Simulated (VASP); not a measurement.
# CsLaMg6: single point with PBE

Crystal: CsLaMg6.

```xyz
8
Lattice="5.0007 0.0000 0.0000 0.0000 3.9249 6.6445 0.0000 -3.9249 6.6445" Properties=species:S:1:pos:R:3 pbc="T T T"
La    2.4894   -0.0771   11.8122
Cs    2.5511    0.0280    3.8377
Mg    0.0148   -0.0238    1.0521
Mg    0.0097   -0.0587    9.1809
Mg    0.0093    1.5597    5.9991
Mg    0.0197   -1.6076    6.1018
Mg    2.5129    1.4988    7.7541
Mg    2.4922   -1.4848    7.7642
```

The cell comes from a database or a generator and needn't be the stable form of this composition.

The cell isn't the ideal one: atoms moved at random, drawn with an rms of 0.05 Å.

```json
{
  "Program": "VASP 6.6.1",
  "Task": "single point",
  "Functional": "PBE",
  "Potentials or basis": "VASP PAW PBE potentials, release 64 (La, Cs_sv, Mg)",
  "Cutoff": "520 eV",
  "k mesh": "6 × 4 × 4",
  "Occupations": "fermi-dirac, width 0.05 eV",
  "Spin": "no spin polarisation",
  "Further INCAR settings": "ALGO = Normal; EDIFF = 1e-07; NBANDS = 26"
}
```

```yaml
Pressure: 0.0 GPa
Largest_force: 0.241 eV/Å
Band_gap_on_the_k_mesh: none (metal or under the smearing width)
```

Forces in eV/Å, atoms in the order of the input:
```
La   0.059  0.229 -0.049
Cs  -0.045 -0.114 -0.046
Mg   0.004 -0.103 -0.001
Mg  -0.027  0.021  0.040
Mg   0.016 -0.072  0.126
Mg  -0.052  0.123 -0.153
Mg  -0.014  0.078  0.060
Mg   0.059 -0.161  0.022
```

Stress tensor (GPa, compression positive):
```
-0.25  0.01  0.04
 0.01  0.15 -0.07
 0.04 -0.07  0.06
```

Levels at points of the mesh, in eV from the Fermi level:
| k point | band 14 | band 15 | band 16 | band 17 | band 18 | band 19 |
| --- | --- | --- | --- | --- | --- | --- |
| (0.00, 0.00, 0.00) | -0.41 | -0.31 | 0.06 | 0.14 | 0.52 | 0.81 |
| (0.50, 0.00, 0.00) | -1.31 | -0.80 | -0.66 | -0.27 | -0.17 | 0.68 |
| (0.00, 0.50, 0.00) | -0.52 | -0.03 | 0.01 | 0.23 | 0.45 | 0.99 |
| (0.00, 0.00, 0.50) | -0.47 | -0.04 | -0.02 | 0.26 | 0.44 | 0.96 |
| (0.50, 0.50, 0.00) | -0.67 | -0.61 | -0.08 | 0.21 | 0.33 | 0.73 |
| (0.50, 0.00, 0.50) | -0.61 | -0.60 | -0.07 | 0.26 | 0.33 | 0.76 |
| (0.00, 0.50, 0.50) | -0.34 | -0.26 | 0.38 | 0.50 | 0.67 | 0.70 |
| (0.50, 0.50, 0.50) | -1.44 | -1.32 | -0.85 | 0.45 | 0.54 | 0.57 |

Wall time 5.3 min on 1 thread of Intel(R) Xeon(R) Platinum 8488C (Sapphire Rapids), with other jobs on the host, peak memory 0.65 GiB.

Spin-orbit coupling is left out, which matters for the levels of Cs, La.
